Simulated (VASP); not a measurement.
# MgS (Fm-3m): formation energy of the defect Sb_Mg, part 2 of 7

How easily does the defect Sb_Mg form in MgS (Fm-3m)? The host is relaxed first, then a supercell is run with and without the defect. The start is a computed cell from the Materials Project.

VASP 6.6.1, plane waves and PAW; the level of theory is named at each step.

So far. Step 2 (The host at zero pressure): The run ended after 2 ionic steps, 0.003 eV below its first step, once forces and stress met EDIFFG = -0.02. The relaxed cell has a = 5.180 Å (conventional setting).

### Step 3. The host's dielectric tensor, for the charge correction

Level of this step: PBEsol; plane waves and PAW (Mg, S) (VASP).

Charged cells interact with their images through the host's screening, so the correction needs its dielectric constant.

The input, INCAR:

```
SYSTEM = MgS
PREC = Accurate
ENCUT = 300
EDIFF = 1E-08
NELM = 120
ISMEAR = 0
SIGMA = 0.05
LREAL = .FALSE.
ALGO = Normal
GGA = PS
NBANDS = 10
LWAVE = .FALSE.
LCHARG = .FALSE.
KPAR = 4
LEPSILON = .TRUE.
IBRION = 8
NSW = 1
```

The input, POSCAR:

```
MgS
1.0
    0.0000000000      2.5897641477      2.5897641477
    2.5897641477      0.0000000000      2.5897641477
    2.5897641477      2.5897641477      0.0000000000
Mg S
1 1
Direct
    0.0000000000      0.0000000000      0.0000000000
    0.5000000000      0.5000000000      0.5000000000
```

The input, KPOINTS:

```
Automatic mesh
0
Gamma
8 8 8
0 0 0
```

PAW data sets: Mg and S (PBE family, release 64).

Started as:

```
$ mpirun -np 4 vasp_std
```

Output:

```text
[banner, memory and clock lines left out]
running    4 mpi-ranks, on    1 nodes
 distrk:  each k-point on    1 cores,    4 groups
 distr:  one band on    1 cores,    1 groups

 POSCAR found type information on POSCAR MgS
 POSCAR found :  2 types and       2 ions
 [... a notice as in an earlier step ...]

 LDA part: xc-table for (Slater+PW92), standard interpolation
 POSCAR, INCAR and KPOINTS ok, starting setup
 FFT: planning ... GRIDC
 FFT: planning ... GRID_SOFT
 FFT: planning ... GRID
 WAVECAR not read
 entering main loop
       N       E                     dE             d eps       ncg     rms          rms(c)
DAV:   1     0.117144966801E+02    0.11714E+02   -0.27242E+03   636   0.406E+02
DAV:   2    -0.869553740375E+01   -0.20410E+02   -0.19046E+02   764   0.842E+01
DAV:   3    -0.943294770510E+01   -0.73741E+00   -0.73591E+00   700   0.168E+01
DAV:   4    -0.943686659914E+01   -0.39189E-02   -0.39184E-02   706   0.148E+00
DAV:   5    -0.943689621118E+01   -0.29612E-04   -0.29611E-04   666   0.121E-01    0.422E+00
DAV:   6    -0.911499929510E+01    0.32190E+00   -0.70758E-01   626   0.352E+00    0.319E+00
DAV:   7    -0.907447696366E+01    0.40522E-01   -0.18904E-01   654   0.196E+00    0.194E+00
DAV:   8    -0.907194745168E+01    0.25295E-02   -0.98349E-03   644   0.609E-01    0.699E-01
DAV:   9    -0.907177107338E+01    0.17638E-03   -0.42624E-04   636   0.123E-01    0.309E-01
DAV:  10    -0.907176341583E+01    0.76575E-05   -0.14502E-04   646   0.566E-02    0.112E-02
DAV:  11    -0.907176466247E+01   -0.12466E-05   -0.17324E-06   688   0.867E-03    0.175E-02
DAV:  12    -0.907176461177E+01    0.50700E-07   -0.27171E-07   688   0.284E-03    0.340E-03
DAV:  13    -0.907176454145E+01    0.70322E-07   -0.60777E-08   628   0.111E-03    0.213E-04
DAV:  14    -0.907176452618E+01    0.15270E-07   -0.69410E-10   340   0.198E-04    0.637E-05
DAV:  15    -0.907176452444E+01    0.17424E-08   -0.62382E-11   332   0.553E-05
   1 F= -.90717645E+01 E0= -.90717645E+01  d E =-.647615E-11
 Linear response reoptimize wavefunctions to high precision
DAV:   1    -0.907176452407E+01    0.36965E-09   -0.61347E-12   340   0.158E-05
DAV:   2    -0.907176452408E+01   -0.93792E-11   -0.10953E-12   332   0.616E-06
 Linear response G [H, r] |phi>, progress :
  Direction:   1
       N       E                     dE             d eps       ncg     rms
RMM:   1    -0.394093236697E+02   -0.39409E+02   -0.31739E+01  1420   0.451E+01
RMM:   2    -0.317359100540E+02    0.76734E+01   -0.25036E+00   957   0.965E+00
RMM:   3    -0.317469076722E+02   -0.10998E-01   -0.32641E-02   964   0.120E+00
RMM:   4    -0.317471806757E+02   -0.27300E-03   -0.39307E-04  1016   0.143E-01
RMM:   5    -0.317471923874E+02   -0.11712E-04   -0.12271E-05  1006   0.221E-02
RMM:   6    -0.317471928034E+02   -0.41595E-06   -0.40148E-07  1036   0.367E-03
RMM:   7    -0.317471928262E+02   -0.22834E-07    0.10261E-06   998   0.712E-04
RMM:   8    -0.317471929635E+02   -0.13728E-06    0.59664E-06   902   0.185E-04
RMM:   9    -0.317471929860E+02   -0.22541E-07    0.26566E-06   777   0.937E-05
RMM:  10    -0.317471929964E+02   -0.10414E-07    0.18925E-06   669   0.789E-05
RMM:  11    -0.317471930244E+02   -0.27936E-07    0.13056E-05   586   0.777E-05
RMM:  12    -0.317471931211E+02   -0.96693E-07    0.56002E-05   512   0.775E-05
RMM:  13    -0.317471929487E+02    0.17236E-06    0.76064E-05   470   0.779E-05
 Linear response G [H, r] |phi>, progress :
  Direction:   2
       N       E                     dE             d eps       ncg     rms
RMM:   1    -0.381402588879E+02   -0.38140E+02   -0.41253E+01  1405   0.441E+01
RMM:   2    -0.319197579841E+02    0.62205E+01   -0.19749E+00   948   0.909E+00
RMM:   3    -0.319413758905E+02   -0.21618E-01   -0.28466E-02   960   0.115E+00
RMM:   4    -0.319417513003E+02   -0.37541E-03   -0.46479E-04  1011   0.148E-01
RMM:   5    -0.319417672184E+02   -0.15918E-04   -0.14267E-05  1008   0.235E-02
RMM:   6    -0.319417677728E+02   -0.55439E-06   -0.65821E-07  1035   0.414E-03
RMM:   7    -0.319417678019E+02   -0.29175E-07   -0.19580E-07   997   0.862E-04
RMM:   8    -0.319417678433E+02   -0.41338E-07   -0.16525E-07   895   0.265E-04
RMM:   9    -0.319417678491E+02   -0.58635E-08    0.58012E-07   782   0.156E-04
RMM:  10    -0.319417678478E+02    0.13710E-08    0.23378E-06   665   0.136E-04
RMM:  11    -0.319417678507E+02   -0.29110E-08    0.23993E-06   588   0.135E-04
RMM:  12    -0.319417678502E+02    0.49198E-09   -0.20866E-06   501   0.135E-04
RMM:  13    -0.319417678484E+02    0.17445E-08   -0.33455E-08   441   0.135E-04
 Linear response G [H, r] |phi>, progress :
  Direction:   3
       N       E                     dE             d eps       ncg     rms
RMM:   1    -0.264886106910E+02   -0.26489E+02    0.87305E+01  1306   0.437E+01
RMM:   2    -0.229891386003E+02    0.34995E+01   -0.22182E+00   949   0.837E+00
RMM:   3    -0.229923434764E+02   -0.32049E-02   -0.36400E-02   952   0.114E+00
RMM:   4    -0.229924914438E+02   -0.14797E-03   -0.42934E-04   988   0.136E-01
RMM:   5    -0.229925012921E+02   -0.98483E-05   -0.13578E-05   991   0.212E-02
RMM:   6    -0.229925016337E+02   -0.34157E-06   -0.90791E-07   999   0.354E-03
RMM:   7    -0.229925016451E+02   -0.11425E-07   -0.30784E-06   931   0.706E-04
RMM:   8    -0.229925017113E+02   -0.66159E-07   -0.38544E-06   849   0.218E-04
RMM:   9    -0.229925017120E+02   -0.74483E-09    0.60080E-07   727   0.132E-04
RMM:  10    -0.229925017126E+02   -0.60433E-09   -0.37495E-06   616   0.120E-04
RMM:  11    -0.229925017134E+02   -0.79939E-09   -0.20400E-06   527   0.119E-04
RMM:  12    -0.229925017144E+02   -0.10242E-08   -0.58325E-06   455   0.120E-04
RMM:  13    -0.229925017143E+02    0.15682E-09    0.16239E-05   417   0.121E-04
 Linear response to external field (no local field effect), progress :
  Direction:   1
       N       E                     dE             d eps       ncg     rms          rms(c)
RMM:   1    -0.578226229044E+00   -0.57823E+00   -0.22762E+00  1308   0.302E+00
RMM:   2    -0.586036703586E+00   -0.78105E-02   -0.68802E-03   953   0.451E-01
RMM:   3    -0.586080983105E+00   -0.44280E-04   -0.70690E-05   941   0.450E-02
RMM:   4    -0.586081337169E+00   -0.35406E-06   -0.88919E-07   985   0.520E-03
RMM:   5    -0.586081342278E+00   -0.51093E-08   -0.13583E-08   921   0.620E-04
 change of polarisation eV/A/(eV/A) component  1 :     1.172     0.530     0.102
 dielectric tensor                  component  1 :     7.106     2.759     0.530
 Linear response to external field (no local field effect), progress :
  Direction:   2
       N       E                     dE             d eps       ncg     rms          rms(c)
RMM:   1    -0.579634872704E+00   -0.57963E+00   -0.22812E+00  1302   0.298E+00
RMM:   2    -0.587170233993E+00   -0.75354E-02   -0.71335E-03   946   0.445E-01
RMM:   3    -0.587210289532E+00   -0.40056E-04   -0.71069E-05   954   0.448E-02
RMM:   4    -0.587210636856E+00   -0.34732E-06   -0.89611E-07   985   0.509E-03
RMM:   5    -0.587210641685E+00   -0.48290E-08   -0.13514E-08   933   0.618E-04
 change of polarisation eV/A/(eV/A) component  2 :     0.530     1.174    -0.112
 dielectric tensor                  component  2 :     2.759     7.118    -0.584
 Linear response to external field (no local field effect), progress :
  Direction:   3
       N       E                     dE             d eps       ncg     rms          rms(c)
RMM:   1    -0.292421141077E+00   -0.29242E+00   -0.93597E-01  1267   0.234E+00
RMM:   2    -0.295532360515E+00   -0.31112E-02   -0.46236E-03   945   0.359E-01
RMM:   3    -0.295552287294E+00   -0.19927E-04   -0.73333E-05   926   0.404E-02
RMM:   4    -0.295552465961E+00   -0.17867E-06   -0.12115E-06   962   0.500E-03
RMM:   5    -0.295552468980E+00   -0.30195E-08   -0.25916E-08   873   0.623E-04
 change of polarisation eV/A/(eV/A) component  3 :     0.102    -0.112     0.591
 dielectric tensor                  component  3 :     0.530    -0.584     4.079
 Linear response to external field, progress :
  Direction:   1
       N       E                     dE             d eps       ncg     rms          rms(c)
RMM:   1    -0.483655930787E+00   -0.48366E+00   -0.18334E+00  2608   0.277E+00
RMM:   2    -0.489579597947E+00   -0.59237E-02   -0.62116E-03  1930   0.415E-01    0.145E+00
RMM:   3    -0.448202063767E+00    0.41378E-01   -0.38288E-02  1862   0.901E-01    0.727E-01
RMM:   4    -0.458186146902E+00   -0.99841E-02   -0.16599E-02  1927   0.632E-01    0.221E-01
RMM:   5    -0.470470428339E+00   -0.12284E-01   -0.62431E-04  1913   0.168E-01    0.700E-02
RMM:   6    -0.470410370774E+00    0.60058E-04   -0.51107E-06  2005   0.169E-02    0.574E-02
RMM:   7    -0.470868612887E+00   -0.45824E-03   -0.16416E-05  1954   0.213E-02    0.732E-03
RMM:   8    -0.470949577630E+00   -0.80965E-04   -0.85725E-07  2004   0.548E-03    0.330E-03
RMM:   9    -0.470947481914E+00    0.20957E-05   -0.18354E-08  2068   0.106E-03    0.189E-04
RMM:  10    -0.470955801171E+00   -0.83193E-05    0.55043E-08  1937   0.175E-04    0.645E-05
RMM:  11    -0.470956315382E+00   -0.51421E-06   -0.34705E-08  1464   0.483E-05    0.799E-06
 change of polarisation eV/A/(eV/A) component  1 :     0.865     0.343     0.084
 dielectric tensor                  component  1 :     5.507     1.784     0.440
 Linear response to external field, progress :
  Direction:   2
       N       E                     dE             d eps       ncg     rms          rms(c)
RMM:   1    -0.483345037841E+00   -0.48335E+00   -0.18303E+00  2619   0.278E+00
RMM:   2    -0.489579818091E+00   -0.62348E-02   -0.62067E-03  1932   0.418E-01    0.145E+00
RMM:   3    -0.448203622595E+00    0.41376E-01   -0.38282E-02  1866   0.902E-01    0.727E-01
RMM:   4    -0.458186789575E+00   -0.99832E-02   -0.16607E-02  1939   0.632E-01    0.221E-01
RMM:   5    -0.470475342646E+00   -0.12289E-01   -0.62446E-04  1913   0.169E-01    0.700E-02
RMM:   6    -0.470414548707E+00    0.60794E-04   -0.51190E-06  2011   0.169E-02    0.575E-02
RMM:   7    -0.470868030303E+00   -0.45348E-03   -0.16601E-05  1962   0.214E-02    0.744E-03
RMM:   8    -0.470949397481E+00   -0.81367E-04   -0.86851E-07  2006   0.552E-03    0.337E-03
RMM:   9    -0.470947436693E+00    0.19608E-05    0.58892E-09  2070   0.108E-03    0.190E-04
RMM:  10    -0.470955761694E+00   -0.83250E-05    0.17740E-07  1940   0.176E-04    0.710E-05
RMM:  11    -0.470956284876E+00   -0.52318E-06   -0.72959E-08  1536   0.498E-05    0.876E-06
 change of polarisation eV/A/(eV/A) component  2 :     0.316     0.865    -0.033
 dielectric tensor                  component  2 :     1.644     5.507    -0.170
 Linear response to external field, progress :
  Direction:   3
       N       E                     dE             d eps       ncg     rms          rms(c)
RMM:   1    -0.483281274525E+00   -0.48328E+00   -0.18296E+00  2622   0.278E+00
RMM:   2    -0.489579670148E+00   -0.62984E-02   -0.62169E-03  1929   0.418E-01    0.145E+00
RMM:   3    -0.448199301837E+00    0.41380E-01   -0.38273E-02  1860   0.902E-01    0.727E-01
RMM:   4    -0.458184024185E+00   -0.99847E-02   -0.16582E-02  1932   0.631E-01    0.221E-01
RMM:   5    -0.470478669732E+00   -0.12295E-01   -0.62342E-04  1914   0.168E-01    0.702E-02
RMM:   6    -0.470418462066E+00    0.60208E-04   -0.50524E-06  2008   0.169E-02    0.580E-02
RMM:   7    -0.470866748348E+00   -0.44829E-03   -0.16905E-05  1960   0.216E-02    0.751E-03
RMM:   8    -0.470949328090E+00   -0.82580E-04   -0.91468E-07  2008   0.563E-03    0.344E-03
RMM:   9    -0.470947096601E+00    0.22315E-05   -0.62034E-08  2073   0.110E-03    0.201E-04
RMM:  10    -0.470955697307E+00   -0.86007E-05   -0.16325E-07  1953   0.183E-04    0.759E-05
RMM:  11    -0.470956253233E+00   -0.55593E-06    0.25581E-08  1550   0.520E-05    0.871E-06
 change of polarisation eV/A/(eV/A) component  3 :     0.049     0.218     0.865
 dielectric tensor                  component  3 :     0.256     1.134     5.507
 Linear response DOF=           2
 Linear response progress:
  Degree of freedom:   1/  2
       N       E                     dE             d eps       ncg     rms          rms(c)
RMM:   1    -0.199526469417E-02   -0.19953E-02   -0.21592E-03  2157   0.388E-01
RMM:   2    -0.179439437637E-02    0.20087E-03   -0.21034E-04  1843   0.923E-02    0.494E-02
RMM:   3    -0.175878439636E-02    0.35610E-04   -0.31131E-05  1899   0.286E-02    0.283E-02
RMM:   4    -0.176131548164E-02   -0.25311E-05   -0.13782E-05  1894   0.196E-02    0.790E-03
RMM:   5    -0.175944799018E-02    0.18675E-05   -0.85268E-07  1898   0.567E-03    0.133E-03
RMM:   6    -0.175917769121E-02    0.27030E-06   -0.32042E-08  1962   0.128E-03    0.479E-04
RMM:   7    -0.175783195411E-02    0.13457E-05   -0.67599E-09  1925   0.592E-04    0.916E-05
RMM:   8    -0.175787453489E-02   -0.42581E-07   -0.43221E-10  2004   0.107E-04    0.246E-05
RMM:   9    -0.175791462008E-02   -0.40085E-07   -0.19496E-11  2035   0.263E-05    0.204E-06
RMM:  10    -0.175791656782E-02   -0.19477E-08   -0.11886E-11  2106   0.514E-06    0.876E-07
 first order change of Fermi-energy   0.20579E-01
 force on displaced ion       1 direction 1 :  -3.003   0.000   0.000
 Born effective charge ion    1 direction 1 :   2.302   0.000   0.000
 Linear response progress:
  Degree of freedom:   2/  2
       N       E                     dE             d eps       ncg     rms          rms(c)
RMM:   1    -0.105188020215E+00   -0.10519E+00    0.26440E-02  2484   0.216E+00
RMM:   2    -0.104676258192E+00    0.51176E-03   -0.16116E-03  1861   0.256E-01    0.103E-01
RMM:   3    -0.105284204959E+00   -0.60795E-03   -0.16197E-04  1758   0.679E-02    0.495E-02
RMM:   4    -0.105942326455E+00   -0.65812E-03   -0.89229E-05  1803   0.490E-02    0.156E-02
RMM:   5    -0.105990191702E+00   -0.47865E-04   -0.63822E-06  1895   0.173E-02    0.904E-03
RMM:   6    -0.105990064652E+00    0.12705E-06   -0.37269E-08  1986   0.140E-03    0.851E-03
RMM:   7    -0.106007214727E+00   -0.17150E-04   -0.33457E-07  1822   0.287E-03    0.114E-03
RMM:   8    -0.105997140067E+00    0.10075E-04   -0.34318E-08  1842   0.939E-04    0.572E-04
RMM:   9    -0.105994594723E+00    0.25453E-05   -0.49737E-09  1945   0.281E-04    0.159E-04
RMM:  10    -0.105993785849E+00    0.80887E-06   -0.12732E-08  1936   0.836E-05    0.410E-05
RMM:  11    -0.105993478566E+00    0.30728E-06   -0.60896E-08  1986   0.458E-05    0.857E-06
RMM:  12    -0.105993451044E+00    0.27521E-07   -0.22283E-07  2134   0.178E-05    0.280E-06
RMM:  13    -0.105993458992E+00   -0.79477E-08   -0.76139E-08  1849   0.112E-05    0.157E-06
 first order change of Fermi-energy  -0.13915E-01
 force on displaced ion       2 direction 1 :  -3.005   0.000   0.000
 Born effective charge ion    2 direction 1 :  -2.307   0.000   0.000
 Born effective charges drift removed
 Linear response finished
```

The job ended after 17 s (4 MPI ranks of Intel Xeon 6975P-C (Granite Rapids), shared host; peak memory 0.6 GiB; 65 s of CPU time).

(Continued in part 3 of 7.)

[Lines on the potential files, build, host, timing and source positions are cut from VASP's logs without a mark.]

[Logs are printed without paths, hosts, clocks, repeated set-up lines and the standing remarks that a program may print on its own settings, such as how far it seeks lower states.]

[Hosts, paths, dates, database ids (printed as entryN), source tags and the programs' standing remarks are cut or masked in the printed files.]

[In band tables of VASP the shares of atoms and orbitals are scaled to a sum of 1 inside the atoms' spheres.]

[Runs that stopped without an error message from VASP are left out.]
